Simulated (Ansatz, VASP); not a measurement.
## Sn2Os: VASP beside Ansatz

Aim: how closely do two programs agree when they are given the same cell, functional and k mesh? The cell is generated by rule, not measured, and may not be a known phase. Of the first pair: The two relaxations start from unlike cells of this crystal (the structure described is Ansatz's start), so only their ends are compared.

Calculated with Ansatz 0.2.0; plane waves, with VASP 6.6.1 beside it; relaxation of cell and atoms at PBEsol.

### Step 1. Starting point

The structure is tetragonal, space group P4/mmm (No. 123). Conventional cell: a = 3.072 Å, b = 3.072 Å, c = 5.870 Å, α = 90.00°, β = 90.00°, γ = 90.00°. Nearest to Os lie 8 Sn at 2.69 Å. Nearest to Sn lie 4 Os at 2.69 Å and 1 Sn at 2.70 Å. Farther neighbours are not listed.

### Step 2. VASP: relaxation of cell and atoms, PBEsol, pair 1

The relaxed volume is the usual yardstick between codes: in a stiff, nearly cubic crystal its relative difference is about their pressure difference at one cell divided by the bulk modulus.

Lines of VASP's logs that name or quote its potential files are left out, and so is its time.

INCAR

```
SYSTEM = Sn2Os
PREC = Accurate
ENCUT = 600
EDIFF = 1E-07
NELM = 120
ISMEAR = 0
SIGMA = 0.1
LREAL = .FALSE.
ALGO = Normal
GGA = PS
NBANDS = 24
LASPH = .TRUE.
LORBIT = 11
LWAVE = .FALSE.
LCHARG = .FALSE.
ISIF = 3
IBRION = 2
NSW = 80
EDIFFG = -0.005
GGA_COMPAT = .FALSE.
NELMIN = 4
KPAR = 2
```

POSCAR

```
Sn2Os
1.0
    3.1708639629      0.0000000000      0.0000000000
    0.0000000000      3.1708639629      0.0000000000
    0.0000000000      0.0000000000      6.1260885796
Os Sn
1 2
Direct
    0.0000000000      0.0000000000      0.0000000000
    0.5000000000      0.5000000000      0.2678561432
    0.5000000000      0.5000000000      0.7321438568
```

KPOINTS

```
Automatic mesh
0
Gamma
6 6 4
0 0 0
```

The projector-augmented-wave data sets are Os and Sn_d (PBE family, release 64).

Command:

```bash
$ mpirun -np 2 vasp_std
```

Numbers of over 12 decimals in the logs are rounded to 6 here.

Output:

```text
[banner, memory and clock lines left out]
running    2 mpi-ranks, on    1 nodes
 distrk:  each k-point on    1 cores,    2 groups
 distr:  one band on    1 cores,    1 groups

 POSCAR found type information on POSCAR OsSn
 POSCAR found :  2 types and       3 ions
|                                                                             |
|               ----> ADVICE to this user running VASP <----                  |
|                                                                             |
|     You enforced a specific xc type in the INCAR file but a different       |
|     [... a line on the potential file left out ...]
|     I HOPE YOU KNOW WHAT YOU ARE DOING!                                     |
|                                                                             |

 LDA part: xc-table for (Slater+PW92), standard interpolation
 POSCAR, INCAR and KPOINTS ok, starting setup
 FFT: planning ... GRIDC
 FFT: planning ... GRID_SOFT
 FFT: planning ... GRID
 WAVECAR not read
 entering main loop
       N       E                     dE             d eps       ncg     rms          rms(c)
DAV:   1     0.332071187249E+03    0.33207E+03   -0.20035E+04  1488   0.254E+03
DAV:   2     0.190243380793E+02   -0.31305E+03   -0.30392E+03  1456   0.568E+02
DAV:   3    -0.194393271523E+02   -0.38464E+02   -0.37662E+02  1800   0.175E+02
DAV:   4    -0.206982394966E+02   -0.12589E+01   -0.12566E+01  1648   0.354E+01
DAV:   5    -0.207318111256E+02   -0.33572E-01   -0.33570E-01  2040   0.574E+00    0.120E+01
DAV:   6    -0.202922021055E+02    0.43961E+00   -0.78240E-01  1760   0.656E+00    0.526E+00
DAV:   7    -0.201739845788E+02    0.11822E+00   -0.35763E-01  1816   0.581E+00    0.258E+00
DAV:   8    -0.201524776068E+02    0.21507E-01   -0.11891E-01  1712   0.237E+00    0.280E-01
DAV:   9    -0.201503750892E+02    0.21025E-02   -0.98121E-03  2032   0.104E+00    0.256E-01
DAV:  10    -0.201501844296E+02    0.19066E-03   -0.20610E-03  1624   0.307E-01    0.875E-02
DAV:  11    -0.201501754008E+02    0.90288E-05   -0.92916E-05  1856   0.881E-02    0.416E-02
DAV:  12    -0.201501762016E+02   -0.80081E-06   -0.17653E-05  2064   0.278E-02    0.406E-03
DAV:  13    -0.201501760347E+02    0.16690E-06   -0.10415E-06  1608   0.820E-03    0.357E-03
DAV:  14    -0.201501759114E+02    0.12330E-06   -0.15226E-07  1216   0.403E-03    0.581E-04
DAV:  15    -0.201501758692E+02    0.42267E-07   -0.31500E-08  1016   0.171E-03
   1 F= -.20150176E+02 E0= -.20147638E+02  d E =-.201502E+02
 curvature:   0.00 expect dE= 0.000E+00 dE for cont linesearch  0.000E+00
 trial: gam= 0.00000 g(F)=  0.155E-05 g(S)=  0.180E-04 ort = 0.000E+00 (trialstep = 0.100E+01)
 search vector abs. value=  0.196E-04
 bond charge predicted
       N       E                     dE             d eps       ncg     rms          rms(c)
DAV:   1    -0.201504556405E+02   -0.27973E-03   -0.66441E-03  1752   0.120E+00    0.109E-01
DAV:   2    -0.201502258649E+02    0.22978E-03   -0.63740E-04  1912   0.320E-01    0.405E-02
DAV:   3    -0.201501795992E+02    0.46266E-04   -0.12520E-04  1928   0.157E-01    0.236E-02
DAV:   4    -0.201501685481E+02    0.11051E-04   -0.32319E-05  2000   0.642E-02    0.558E-03
DAV:   5    -0.201501668504E+02    0.16977E-05   -0.20193E-06  1656   0.150E-02    0.279E-03
DAV:   6    -0.201501659193E+02    0.93108E-06   -0.32854E-07  1400   0.437E-03    0.677E-04
DAV:   7    -0.201501658167E+02    0.10263E-06   -0.28583E-08   928   0.165E-03    0.404E-04
DAV:   8    -0.201501657839E+02    0.32757E-07   -0.97016E-09   832   0.126E-03
   2 F= -.20150166E+02 E0= -.20147615E+02  d E =0.100852E-04
 trial-energy change:    0.000010  1 .order    0.000008   -0.000020    0.000036
 step:   0.3102(harm=  0.3507)  dis= 0.00006  next Energy=   -20.150179 (dE=-0.298E-05)
 bond charge predicted
       N       E                     dE             d eps       ncg     rms          rms(c)
DAV:   1    -0.201503144476E+02   -0.14863E-03   -0.31623E-03  1744   0.825E-01    0.756E-02
DAV:   2    -0.201502033026E+02    0.11115E-03   -0.30322E-04  1880   0.221E-01    0.279E-02
DAV:   3    -0.201501817507E+02    0.21552E-04   -0.59384E-05  1912   0.109E-01    0.162E-02
DAV:   4    -0.201501781386E+02    0.36121E-05   -0.15273E-05  2000   0.441E-02    0.386E-03
DAV:   5    -0.201501783602E+02   -0.22157E-06   -0.95264E-07  1608   0.103E-02    0.193E-03
DAV:   6    -0.201501786612E+02   -0.30101E-06   -0.13357E-07  1040   0.301E-03    0.595E-04
DAV:   7    -0.201501787506E+02   -0.89421E-07   -0.32992E-08   784   0.168E-03
   3 F= -.20150179E+02 E0= -.20147637E+02  d E =-.288143E-05
 curvature:  -0.17 expect dE=-0.260E-07 dE for cont linesearch -0.215E-07
 trial: gam=-0.07162 g(F)=  0.138E-09 g(S)=  0.149E-06 ort = 0.155E-05 (trialstep = 0.862E+00)
 search vector abs. value=  0.274E-07
 reached required accuracy - stopping structural energy minimisation
```

From OUTCAR (step 2):

```text
ion  position               nearest neighbor table
   1  0.000  0.000  0.000-   2 2.78   3 2.78   2 2.78   3 2.78   2 2.78   3 2.78   2 2.78   3 2.78

  LATTYP: Found a simple tetragonal cell.
 ALAT       =     3.1708639629
 C/A-ratio  =     1.9319935044

 Subroutine GETGRP returns: Found 16 space group operations
 (whereof 16 operations were pure point group operations)

The static configuration has the point symmetry D_4h.

 Found     30 irreducible k-points:

   k-points           NKPTS =     30   k-points in BZ     NKDIM =     30   number of bands    NBANDS=     24

   dimension x,y,z NGX =    28 NGY =   28 NGZ =   50
   dimension x,y,z NGXF=    56 NGYF=   56 NGZF=  100

   ENCUT  =  600.0 eV  44.10 Ry    6.64 a.u.   6.33  6.33 12.24*2*pi/ulx,y,z

   NELECT =      36.0000    total number of electrons

 k-points in reciprocal lattice and weights: Automatic mesh
   0.00000000  0.00000000  0.00000000       0.007
   0.16666667  0.00000000  0.00000000       0.028
   0.33333333  0.00000000  0.00000000       0.028
   0.50000000  0.00000000  0.00000000       0.014
   0.16666667  0.16666667  0.00000000       0.028
   0.33333333  0.16666667  0.00000000       0.056
   0.50000000  0.16666667  0.00000000       0.028
   0.33333333  0.33333333  0.00000000       0.028
   0.50000000  0.33333333  0.00000000       0.028
[...]
0.50000000  0.33333333  0.50000000       0.028
   0.50000000  0.50000000  0.50000000       0.007

 average (electrostatic) potential at core
       1 -42.1866       2 -97.5168       3 -97.5168

 E-fermi :   9.6439

 k-point     1 :       0.0000    0.0000    0.0000
  band No.  band energies     occupation
    ...
     14       5.4792      2.00000
     15       7.7178      2.00000
     16       7.7178      2.00000
     17       7.9135      2.00000
     18       8.9164      2.00000
     19      12.7097      0.00000
     20      12.7097      0.00000
     21      13.8872      0.00000
     22      17.7716      0.00000
     23      17.7795      0.00000
    ...

 k-point     2 :       0.1667    0.0000    0.0000
  band No.  band energies     occupation
    ...
     14       5.5745      2.00000
     15       7.3292      2.00000
     16       7.7175      2.00000
     17       7.8854      2.00000
     18       8.3156      2.00000
     19      10.5603      0.00000
     20      13.6502      0.00000
     21      13.9866      0.00000
     22      15.3730      0.00000
     23      15.9849      0.00000
    ...

 k-point     3 :       0.3333    0.0000    0.0000
  band No.  band energies     occupation
    ...
     14       4.7397      2.00000
     15       6.6677      2.00000
     16       6.9188      2.00000
     17       7.4762      2.00000
     18       8.2398      2.00000
     19       9.7608      0.09803
     20      11.3934      0.00000
     21      12.9499      0.00000
     22      15.5592      0.00000
     23      16.9036      0.00000
    ...

  Total        0.0020684      0.0020684      0.0008373      0.0000000      0.0000000      0.0000000
  in kB        0.0537864      0.0537864      0.0217744      0.0000000      0.0000000      0.0000000
  external PRESSURE =       0.0431157 kB  Pullay stress =       0.0000000 kB

  energy-cutoff  :      600.00
  volume of cell :       61.61
      direct lattice vectors                 reciprocal lattice vectors
     3.171177466  0.000000000  0.000000000     0.315340283  0.000000000  0.000000000
     0.000000000  3.171177466  0.000000000     0.000000000  0.315340283  0.000000000
    -0.000000000 -0.000000000  6.126647395     0.000000000  0.000000000  0.163221406

 POSITION                                       TOTAL-FORCE (eV/Angst)
 -----------------------------------------------------------------------------------
      0.00000      0.00000      0.00000         0.000000      0.000000      0.000000
      1.58559      1.58559      1.64112         0.000000      0.000000     -0.000038
      1.58559      1.58559      4.48553        -0.000000     -0.000000      0.000038
 -----------------------------------------------------------------------------------
    total drift:                                0.000000      0.000000      0.000000

  FREE ENERGIE OF THE ION-ELECTRON SYSTEM (eV)
  ---------------------------------------------------
  free  energy   TOTEN  =       -20.1501787506 eV

  energy  without entropy=      -20.1450947868  energy(sigma->0) =      -20.14763677

 reached required accuracy - stopping structural energy minimisation

 total charge
# of ion       s       p       d       tot
------------------------------------------
    1        0.510   0.494   6.232   7.237
    2        1.132   1.191  10.067  12.389
    3        1.132   1.191  10.067  12.389
--------------------------------------------------
tot          2.773   2.875  26.365  32.014

[... 3 further parts left out ...]
```

The k-mesh is coarse for a metal. The run keeps the 16 symmetry operations of its start, so it cannot find a distortion of lower symmetry.

### Step 3. Ansatz: relaxation of cell and atoms, PBEsol, pair 1

Ansatz runs on its default PAW (the set named soft_2) files.

Its own start cell and the same functional, mesh and smearing now go to Ansatz, which takes its cutoff from its data sets.

input.yaml

```yaml
crystal:
  lattice:
    - [3.07228, 0.0, 0.0]
    - [0.0, 3.07228, 0.0]
    - [0.0, 0.0, 5.86984]
  atoms:
    - { symbol: Os, position: [0.0, 0.0, 0.0] }
    - { symbol: Sn, position: [0.5, 0.5, 0.27] }
    - { symbol: Sn, position: [0.5, 0.5, 0.73] }
kpoints:
  mp_grid: { grid: [6, 6, 4] }
hamiltonian:
  xc: pbesol
scf:
  occupations: { method: gaussian, width: 0.1 }
output:
  forces: true
  stress: true
  eigenvalues: true
relax:
  adjacent_minimum: "off"
  f_tol: 0.05
  max_steps: 80
  cell: { stress_tol: 0.5 }
```

Command:

```bash
$ ansatz run input.yaml --threads 8 --pin off --max-ram 14336MiB --backend cpu --events-out ev --progress --plain --runs-dir out
```

Output:

```text
The last accepted step is kept in <dir> (removed where the run ends without a failure and the disk answers)
Engine: ansatz 0.2.0, aarch64-unknown-linux-gnu
Pseudopotentials: kind: paw
Pseudopotential: Os, paw, valence charge 16, recommended cutoff 420 eV (normal), Os.paw.azcp
Pseudopotential: Sn, paw, valence charge 14, recommended cutoff 420 eV (normal), Sn.paw.azcp
Functional definition: PBEsol
  exchange = pbesol_x
  correlation = pbesol_c
Crystal: 3 atoms, lattice volume = 55.405 Å³
Basis set: ecut = 420 eV, 1075 PW (Γ), exchange–correlation on 48×48×80 points (8 copies of the dense FFT grid, shifted against one another)
Bands: 27, of which v1, the nominal top of the filled ones, is band 22 counted from 1 (21 counted from 0)
Symmetry: 16 space group operations
Space group: P4/mmm (ITA 123), of the structure as read, at distance tolerance 3.8e-5 Å
k-points: 30 of 144
Non-local potential: Os, projectors of the file, l = 0: 3, l = 1: 2, l = 2: 2, l = 3: 1
Non-local potential: Sn, projectors of the file, l = 0: 2, l = 1: 2, l = 2: 2, l = 3: 2
PAW form: soft (Blöchl's): semilocal exchange-correlation on the pseudo side does not see the compensation charge
PAW frozen core: Os, regenerated for the run's functional, and the local potential with it (the file was generated under x = pbe(κ = 0.804, μ = 0.219515), c = pbe(β = 0.066725))
PAW frozen core: Sn, regenerated for the run's functional, and the local potential with it (the file was generated under x = pbe(κ = 0.804, μ = 0.219515), c = pbe(β = 0.066725))
PAW one-centre angular grid: Os, 590 points (default); XC on 64 Gauss nodes
PAW one-centre angular grid: Sn, 590 points (default); XC on 64 Gauss nodes
Initial density: superposition of atomic densities (neutral atoms: chi_scale 0, normalization atom), corrected by the library's trained network
Initial wavefunctions: pseudopotential atomic-orbital guess
Functional: x = pbesol(κ = 0.804, μ = 0.123457), c = pbesol(β = 0.046)
SCF iter   1: F=—  HF=-23149.654851 eV  |F-HF|=—  |Δ(HF+E_count)|=         —  Δρ=5.57e-3  dr2=1.27e-2  ethr=1.77e-3  ⟨swp⟩=6.0  Hψ=3529  notcnv=0
preconditioner: auto → Kerker (q_TF=auto, 2.625 Å⁻¹)  [metal: Δε(μ)=0.048 eV  Ē_g=17.757 eV  σ=0.100 eV  W_gap=0.26  n_scr=16 (ndim 8)  ℏωp=29.9 eV  f_vac=0.004  D(μ)=1.48/eV (n_scr^D=8)]
SCF iter   2: F=—  HF=-23149.652587 eV  |F-HF|=—  |Δ(HF+E_count)|=   2.26e-3  Δρ=3.03e-3  dr2=4.48e-3  ethr=2.89e-5  ⟨swp⟩=1.8  Hψ=1275  notcnv=0
SCF iter   3: F=—  HF=-23149.651783 eV  |F-HF|=—  |Δ(HF+E_count)|=   8.04e-4  Δρ=6.72e-4  dr2=6.27e-4  ethr=1.02e-5  ⟨swp⟩=2.3  Hψ=1297  notcnv=0  defer=1
SCF iter   4: F=—  HF=-23149.651666 eV  |F-HF|=—  |Δ(HF+E_count)|=   1.16e-4  Δρ=2.26e-4  dr2=8.00e-5  ethr=1.42e-6  ⟨swp⟩=2.0  Hψ=899  notcnv=0  defer=1
SCF iter   5: F=—  HF=-23149.651644 eV  |F-HF|=—  |Δ(HF+E_count)|=   2.29e-5  Δρ=5.74e-5  dr2=3.42e-6  ethr=1.82e-7  ⟨swp⟩=2.0  Hψ=966  notcnv=0  defer=1
SCF iter   6: F=—  HF=-23149.651643 eV  |F-HF|=—  |Δ(HF+E_count)|=   4.03e-7  Δρ=1.91e-5  dr2=2.80e-7  ethr=7.77e-9  ⟨swp⟩=2.1  Hψ=1003  notcnv=0  defer=1
SCF iter   7: F=-23149.651643 eV  HF=-23149.651643 eV  |F-HF|=2.87e-8  |Δ(HF+E_count)|=   6.42e-8  Δρ=6.83e-6  dr2=3.98e-8  ethr=2.27e-10  ⟨swp⟩=7.8  Hψ=3343  notcnv=0
SCF 1 converged in 7 iterations: F = -23149.651643 eV  dr2 = 3.98e-8
  greatest PAW one-centre occupation: 1.000 electrons in one spin orbital (limit 2), on the Os atom at site 0 (counted from 0), in its partial waves of l = 0
relax step   1: F+E_penalty+E_count = -23149.65164302 eV  Δ(F+E_penalty+E_count) = +0.000e0 eV  max|allowed force component| = 7.625e-1 eV/Å  Δτ_max = 0.0000 Å  P = +18.361 GPa  Ω = 55.405 Å³  (7 SCF iters, dr2 threshold 1.00e-7 eV, accepted)
[...]
relax step   4: F+E_penalty+E_count = -23149.96246175 eV  Δ(F+E_penalty+E_count) = -3.811e-2 eV  max|allowed force component| = 2.379e-2 eV/Å  Δτ_max = 0.0317 Å  P = +0.404 GPa  Ω = 61.387 Å³  energy of the carried Pulay correction = -4.164e-3 eV  (6 SCF iters, dr2 threshold 3.00e-7 eV, accepted)
[...]
relax step   5: F+E_penalty+E_count = -23149.96296106 eV  Δ(F+E_penalty+E_count) = -4.993e-4 eV  max|allowed force component| = 5.231e-3 eV/Å  Δτ_max = 0.0005 Å  P = -0.063 GPa  Ω = 61.603 Å³  energy of the carried Pulay correction = -4.306e-3 eV  (6 SCF iters, dr2 threshold 3.00e-7 eV, accepted)
[...]
relax step   6: F+E_penalty+E_count = -23149.96670486 eV  Δ(F+E_penalty+E_count) = -3.744e-3 eV  max|allowed force component| = 3.530e-3 eV/Å  Δτ_max = 0.0000 Å  P = -0.086 GPa  Ω = 61.603 Å³  stress off target by 1.10e-1 GPa  SCF on the basis re-selected at this cell (its energy is not comparable with the rows above)  (6 SCF iters)
basis re-selected at this cell: Δ(F+E_penalty+E_count) = -3.744e-3 eV, ΔP = -0.023 GPa vs the last step (what re-selecting the basis moved, of the pressure what is left beyond the Pulay correction that the steps carried, after the strain that the cell walked since its last selection, with what the two solves' SCF thresholds leave and, on support functions, any second-order correction that the steps lacked; it is no measure of the basis error at this ecutwfc). The dense FFT grid was sized anew with the basis: this SCF ran on 24×24×45 points, the steps before it on 24×24×40, so part of this shift can come from that change (see relax.cell in the input reference). [rest of the remark cut]
SCF converged after 6 iterations
Free energy (F): -23149.966705 eV
Harris-Foulkes:  -23149.966705 eV  (|F-HF|=3.64e-12)
Internal energy: -23149.961566 eV  (E = F + TS)
E sigma→0 (E₀):  -23149.964135 eV
Entropy (-TS):   -0.005139 eV (-1.713 meV/atom)
Fermi energy:    15.844246 eV
--- Per-component energies (eV) ---
  E_band       = -255.957620
  E_kinetic    = 945.419230
  E_local      = -3036.491998  (includes V_loc(G=0)·N_el)
  E_nonlocal   = -58.645676
  E_hartree    = 1652.034438
  E_xc         = -1024.310225
  E_vxc        = -478.885859  (∫ρ·V_xc dr)
  E_paw        = -17016.434976  (= ΣΔE_a)
  E_vpaw       = -931.422103  (= ΣTr[D̂ρ^β])
  E_aug_tail   = -0.000073  (compensation charges beyond the density's cutoff)
  E_ewald      = -4612.349898
  E_core_change = 0.817613  (= ΣΔE_core)
  E_smearing   = -0.005139  (= −TS)
  E_closure    = 0.000000  (closes the sum)
  Σ components = -23149.966705   (vs F -23149.966705, Δ=0.00e0)
--- Forces (eV/Å), atoms counted from 1 ---
  atom   1  Os     0.00000000    -0.00000000     0.00000000
  atom   2  Sn     0.00000000     0.00000000     0.00353023
  atom   3  Sn    -0.00000000    -0.00000000    -0.00353023
  max |Σ_I F_I| component: 1.58e-30 eV/Å
--- Stress (GPa, compression-positive) ---
       -0.074301      -0.000000       0.000000
       -0.000000      -0.074301       0.000000
        0.000000       0.000000      -0.109623
  P = ⅓ Tr σ = -0.0861 GPa (-0.861 kbar)
--- Band table (eV; the first three rows and the last of 30) ---
  k-point 0: bands = [... 18 lower, 13.9110, 13.9110, 14.1067, 15.1223, 18.8939, 18.8939, 20.0582, 23.9675, ... 1 higher]
  k-point 1: bands = [... 18 lower, 13.8702, 13.8702, 14.0284, 15.1225, 18.5602, 19.2999, 19.2999, 22.9297, ... 1 higher]
  k-point 2: bands = [... 18 lower, 13.7995, 13.8313, 13.8313, 15.1227, 17.2766, 19.9392, 19.9392, 21.7779, ... 1 higher]
  k-point 29: bands = [... 18 lower, 13.0982, 13.0982, 13.8560, 16.4138, 16.9586, 16.9586, 17.0157, 17.9675, ... 1 higher]
--- Relaxed structure (5 steps of the walk, 5 accepted, 1 SCFs on fresh bases) ---
  F+E_penalty+E_count = -23149.96670486 eV   max|allowed force component| = 3.530e-3 eV/Å   (the final SCF, on the basis selected at the relaxed cell)
  cell:  # Å, volume = 61.6026 Å³
    - [3.170734, 0, 0.0]
    - [0, 3.170734, 0.0]
    - [0.0, 0.0, 6.127443]
  atoms:
    - { symbol: Os, position: [0, 0, 0.0] }
    - { symbol: Sn, position: [0.5, 0.500000, 0.267772] }
    - { symbol: Sn, position: [0.5, 0.500000, 0.732228] }
```

The column dr2 measures how far the density is from self-consistency, as an energy; F and HF (Harris–Foulkes) agree once it is small.

### Step 4. Differences

Known differences besides the potentials themselves: the data sets hold 44 valence electrons in Ansatz (on its default PAW (the set named soft_2) files) and 36 in VASP; the cutoff is 420 eV in Ansatz and 600 eV in VASP; Ansatz makes its cores anew for this functional, VASP keeps those of its PBE data sets; Ansatz adds a Pulay correction to the stress that steers its cell, VASP none. Total energies have different zeros and are not compared.

The two programs side by side:

```
                                         quantity  Ansatz   VASP  difference
                                      volume (Å³)   61.60  61.61     -0.01 %
edge a after relaxation, in the typed setting (Å)   3.171  3.171     -0.02 %
edge c after relaxation, in the typed setting (Å)   6.127  6.127     +0.01 %
```

(Part 1 of 2 ends here.)

[Lines on the potential files, build, host, timing and source positions are cut from VASP's logs without a mark.]

[Logs are printed without paths, hosts, clocks, repeated set-up lines and the standing remarks that a program may print on its own settings, such as how far it seeks lower states.]

[Hosts, paths, dates, database ids (printed as entryN), source tags and the programs' standing remarks are cut or masked in the printed files.]
